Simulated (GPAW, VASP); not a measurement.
An input for GPAW (PBE, GPAW PAW datasets PBE (gpaw-data 1.0.1)):

```
from ase import Atoms
from ase.units import GPa
from gpaw import GPAW, PW, FermiDirac

atoms = Atoms(['Cs', 'Br'],
              cell=[[4.290000, 0.000000, 0.000000],
                    [0.000000, 4.290000, 0.000000],
                    [0.000000, 0.000000, 4.290000]],
              scaled_positions=[[0.000000, 0.000000, 0.000000],
                                [0.500000, 0.500000, 0.500000]],
              pbc=True)

calc = GPAW(mode=PW(600),
            xc='PBE',
            kpts={'size': (6, 6, 6), 'gamma': True},
            occupations=FermiDirac(0.01),
            nbands=-4,
            convergence={'density': 1e-05, 'energy': 1e-05, 'bands': -2},
            symmetry={'symmorphic': False, 'tolerance': 0.0005},
            maxiter=120)

atoms.calc = calc

energy = atoms.get_potential_energy()
print('Energy (eV):', round(energy, 6))
forces = atoms.get_forces()
print('Forces (eV/Ang):')
print(forces.round(5))
stress = atoms.get_stress()
print('Stress (GPa, Voigt):', (stress / GPa).round(4))
```

Problem. Translate it to VASP.

Solution. One set of files that does it:

### POSCAR
```
CsBr
4.290
  1.0000000000   0.0000000000   0.0000000000
  0.0000000000   1.0000000000   0.0000000000
  0.0000000000   0.0000000000   1.0000000000
Cs Br
1 1
Cart
  0.0000000000   0.0000000000   0.0000000000
  0.5000000000   0.5000000000   0.5000000000
```

INCAR:
```
SYSTEM  =  CsBr
PREC  =  Accurate; ENCUT  =  300; LREAL  =  .FALSE.
LASPH  =  .TRUE.
EDIFF  =  1E-6; NELM  =  100; ALGO  =  Normal
LMAXMIX  =  4
ISMEAR  =  -1; SIGMA  =  0.01
GGA  =  PE
ISIF  =  2
LWAVE  =  .FALSE.; LCHARG  =  .FALSE.
```

### KPOINTS
```
Automatic mesh
0
Gamma
6 6 6
0 0 0
```

POTCAR, in this order: Cs_sv Br (PBE.64 set). Program: vasp_std.

The two runs describe the same crystal, functional and task. Each code takes its own potentials, basis and convergence tests.

The structure is a typed CsBr crystal (Pm-3m). The cell was not relaxed at this level, and it may have been scaled.
